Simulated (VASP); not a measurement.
All values below come from PBEsol GGA, VASP's PBE PAW potentials (set 64) (plane waves; VASP).

VASP input:

File POSCAR:
```
Al
1.0
  0.0000000000   1.9725169869   1.9725169869
  1.9725169869   0.0000000000   1.9725169869
  1.9725169869   1.9725169869   0.0000000000
Al
1
Direct
  0.0000000000   0.0000000000   0.0000000000
```

### INCAR
```
SYSTEM = Al
PREC = Accurate; ENCUT = 500; LREAL = .False.
LASPH = .True.
EDIFF = 1E-6; NELM = 100; ALGO = Normal
ISMEAR = 1; SIGMA = 0.1
GGA = PS
IBRION = 2; NSW = 40; ISIF = 3
EDIFFG = -0.02; PSTRESS = 100
LWAVE = .False.; LCHARG = .False.
```

KPOINTS:
```
Automatic mesh
0
Gamma
16 16 16
0 0 0
```

POTCAR, in this order: Al (PBE.64 set). Program: vasp_std.

Output

**OUTCAR**
```
 ion  position               nearest neighbor table
   1  0.000  0.000  0.000-
  LATTYP: Found a face centered cubic cell.
 ALAT       =     3.9450339738
 Subroutine PRICEL returns:
 Original cell was already a primitive cell.
 Subroutine GETGRP returns: Found 48 space group operations
The static configuration has the point symmetry O_h .
The dynamic configuration has the point symmetry O_h .
 Subroutine INISYM returns: Found 48 space group operations
 Subroutine IBZKPT returns following result:
 Found    145 irreducible k-points:

 Following reciprocal coordinates:
            Coordinates               Weight
  0.000000  0.000000  0.000000      1.000000
  0.062500  0.000000  0.000000      8.000000
  0.125000  0.000000  0.000000      8.000000
  0.187500  0.000000  0.000000      8.000000
  0.250000  0.000000  0.000000      8.000000
  0.312500  0.000000  0.000000      8.000000
  0.375000  0.000000  0.000000      8.000000
  0.437500  0.000000  0.000000      8.000000
  0.500000  0.000000  0.000000      4.000000
  0.062500  0.062500  0.000000      6.000000
  0.125000  0.062500  0.000000     24.000000
  0.187500  0.062500  0.000000     24.000000
  0.250000  0.062500  0.000000     24.000000
  0.312500  0.062500  0.000000     24.000000
  0.375000  0.062500  0.000000     24.000000
  0.437500  0.062500  0.000000     24.000000
  0.500000  0.062500  0.000000     24.000000
 -0.437500  0.062500  0.000000     24.000000
 -0.375000  0.062500  0.000000     24.000000
 -0.312500  0.062500  0.000000     24.000000
 -0.250000  0.062500  0.000000     24.000000
 -0.187500  0.062500  0.000000     24.000000
 -0.125000  0.062500  0.000000     24.000000
 -0.062500  0.062500  0.000000     12.000000
  0.125000  0.125000  0.000000      6.000000
  0.187500  0.125000  0.000000     24.000000
  0.250000  0.125000  0.000000     24.000000
  0.312500  0.125000  0.000000     24.000000
  0.375000  0.125000  0.000000     24.000000
  0.437500  0.125000  0.000000     24.000000
  0.500000  0.125000  0.000000     24.000000
 -0.437500  0.125000  0.000000     24.000000
 -0.375000  0.125000  0.000000     24.000000
 -0.312500  0.125000  0.000000     24.000000
 -0.250000  0.125000  0.000000     24.000000
 -0.187500  0.125000  0.000000     24.000000
 -0.125000  0.125000  0.000000     12.000000
  0.187500  0.187500  0.000000      6.000000
  0.250000  0.187500  0.000000     24.000000
  0.312500  0.187500  0.000000     24.000000
   k-points           NKPTS =    145   k-points in BZ     NKDIM =    145   number of bands    NBANDS=      5
   number of dos      NEDOS =    301   number of ions     NIONS =      1
   total plane-waves  NPLWV =   8000
   dimension x,y,z NGX =    20 NGY =   20 NGZ =   20
   dimension x,y,z NGXF=    40 NGYF=   40 NGZF=   40
   ions per type =               1
   PREC   = accura    normal or accurate (medium, high low for compatibility)
   ISTART =      0    job   : 0-new  1-cont  2-samecut
   ICHARG =      2    charge: 1-file 2-atom 10-const
   ISPIN  =      1    spin polarized calculation?
   LNONCOLLINEAR =      F non collinear calculations
   LSORBIT =      F    spin-orbit coupling
   INIWAV =      1    electr: 0-lowe 1-rand  2-diag
   ENCUT  =  500.0 eV  36.75 Ry    6.06 a.u.   5.09  5.09  5.09*2*pi/ulx,y,z
   NELM   =    100;   NELMIN=  2; NELMDL= -5     # of ELM steps
   EDIFF  = 0.1E-05   stopping-criterion for ELM
   LREAL  =      F    real-space projection
   NLSPLINE    = F    spline interpolate recip. space projectors
   LMAXMIX     =    2 max onsite mixed and CHGCAR
   VOSKOWN=      0    Vosko Wilk Nusair interpolation
...
```

File OSZICAR:
```
       N       E                     dE             d eps       ncg     rms          rms(c)
DAV:   1    -0.196739804095E+01   -0.19674E+01   -0.89193E+02  1575   0.324E+02
DAV:   2    -0.408901645637E+01   -0.21216E+01   -0.19410E+01  1845   0.305E+01
DAV:   3    -0.411500949089E+01   -0.25993E-01   -0.25980E-01  1925   0.349E+00
DAV:   4    -0.411510394354E+01   -0.94453E-04   -0.94451E-04  1910   0.197E-01
DAV:   5    -0.411510441943E+01   -0.47590E-06   -0.47598E-06  1915   0.123E-02    0.153E+00
DAV:   6    -0.409729714037E+01    0.17807E-01   -0.18145E-03  1645   0.286E-01    0.866E-01
DAV:   7    -0.408526567823E+01    0.12031E-01   -0.50461E-03  1710   0.458E-01    0.187E-01
DAV:   8    -0.408524924533E+01    0.16433E-04   -0.30509E-05  1935   0.575E-02    0.235E-02
DAV:   9    -0.408524858979E+01    0.65553E-06   -0.41619E-07  1735   0.504E-03
   1 F= -.31272129E+01 E0= -.31272821E+01  d E =-.312721E+01
       N       E                     dE             d eps       ncg     rms          rms(c)
DAV:   1    -0.402887664071E+01    0.56373E-01   -0.22594E-01  1810   0.323E+00    0.443E-01
DAV:   2    -0.402783264560E+01    0.10440E-02   -0.13436E-03  1570   0.322E-01    0.149E-01
DAV:   3    -0.402717039562E+01    0.66225E-03   -0.18242E-04  1815   0.840E-02    0.538E-02
DAV:   4    -0.402710927136E+01    0.61124E-04   -0.26757E-05  1780   0.320E-02    0.349E-02
DAV:   5    -0.402710901695E+01    0.25441E-06   -0.20995E-07  1130   0.485E-03
   2 F= -.31338804E+01 E0= -.31339960E+01  d E =-.666745E-02
       N       E                     dE             d eps       ncg     rms          rms(c)
DAV:   1    -0.405509075277E+01   -0.27981E-01   -0.29513E-02  1795   0.116E+00    0.158E-01
DAV:   2    -0.405494789911E+01    0.14285E-03   -0.17934E-04  1565   0.117E-01    0.545E-02
DAV:   3    -0.405485492352E+01    0.92976E-04   -0.24352E-05  1820   0.303E-02    0.187E-02
DAV:   4    -0.405484585215E+01    0.90714E-05   -0.31413E-06  1795   0.109E-02    0.125E-02
DAV:   5    -0.405484592183E+01   -0.69686E-07   -0.27301E-08   870   0.171E-03
   3 F= -.31378796E+01 E0= -.31379578E+01  d E =-.106667E-01
```

File OUTCAR:
```
------------------------ aborting loop because EDIFF is reached ----------------------------------------
  FORCE on cell =-STRESS in cart. coord.  units (eV):
  Direction    XX          YY          ZZ          XY          YZ          ZX
  --------------------------------------------------------------------------------------
  Total        0.9163971      0.9163971      0.9163971     -0.0000000     -0.0000000      0.0000000
  in kB       99.9379228     99.9379228     99.9379228     -0.0000000     -0.0000000      0.0000000
  external PRESSURE =      -0.0620772 kB  Pullay stress =     100.0000000 kB
  volume of cell :       14.69
      direct lattice vectors                 reciprocal lattice vectors
    -0.000000000  1.943918209  1.943918209    -0.257212468  0.257212468  0.257212468
     1.943918209  0.000000000  1.943918209     0.257212468 -0.257212468  0.257212468
     1.943918209  1.943918209  0.000000000     0.257212468  0.257212468 -0.257212468
 POSITION                                       TOTAL-FORCE (eV/Angst)
 -----------------------------------------------------------------------------------
      0.00000      0.00000      0.00000         0.000000      0.000000     -0.000000
 -----------------------------------------------------------------------------------
    total drift:                                0.000000     -0.000000     -0.000000
  FREE ENERGIE OF THE ION-ELECTRON SYSTEM (eV)
  ---------------------------------------------------
  free  energy   TOTEN  =        -4.0548459218 eV

  energy  without entropy=       -4.0550804428  energy(sigma->0) =       -4.05492410
  enthalpy is  TOTEN    =        -3.1378796174 eV   P V=        0.9169663045

 reached required accuracy - stopping structural energy minimisation
```
(Selected blocks of OUTCAR.)

File CONTCAR:
```
Al
   1.00000000000000
    -0.0000000000000000    1.9439182091595251    1.9439182091595251
     1.9439182091595251    0.0000000000000000    1.9439182091595251
     1.9439182091595251    1.9439182091595251    0.0000000000000000
  Al
     1
Direct
     0.0000000000000000    0.0000000000000000    0.0000000000000000
```

Energy and stress use the plane-wave basis of the starting cell.

The compound is Al in the fcc structure. This run relaxes it under an external pressure of 10 GPa. Symmetry was kept, so distortions that lower it aren't found.
